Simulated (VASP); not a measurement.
Input:

```
CsPbCl3
1.0
    5.14643     0.00000     0.00000
    0.00000     5.14643     0.00000
    0.00000     0.00000     5.14643
Cs Pb Cl
1 1 3
Cartesian
  0.00000   0.00000   0.00000
  2.57322   2.57322   2.57322
  2.57322   0.00000   2.57322
  0.00000   2.57322   2.57322
  2.57322   2.57322   0.00000
```

Method: LDA (Ceperley-Alder, Perdew-Zunger), VASP's LDA PAW potentials (set 64) (plane waves; VASP). Settings: 500 eV cut-off, 5×5×5 Γ-centred mesh, Gaussian smearing of 0.050 eV, potentials Cs_sv Pb_d Cl.

Energy and stress use the plane-wave basis of the starting cell.

Q: The ions, cell shape and volume at an external pressure of 20.0 GPa are relaxed. Predict the relaxed structure.

A: 
```
CsPbCl3
1.0
    4.95534     0.00000     0.00000
    0.00000     4.95534     0.00000
    0.00000     0.00000     4.95534
Cs Pb Cl
1 1 3
Cartesian
  0.00000   0.00000   0.00000
  2.47767   2.47767   2.47767
  2.47767   0.00000   2.47767
  0.00000   2.47767   2.47767
  2.47767   2.47767   0.00000
```
Space group Pm-3m (221), at a tolerance of 0.03 Å.

Q: How do energy and volume change from the first to the last step?

A: The energy (σ→0) changes by +265.5 meV/atom and the volume by -10.7 %, in 4 ionic steps.

The compound is CsPbCl3 in the cubic perovskite structure, the ideal cubic form; the compound distorts at low or room temperature. This run relaxes it under an external pressure of 20 GPa. Symmetry was kept, so distortions that lower it aren't found.
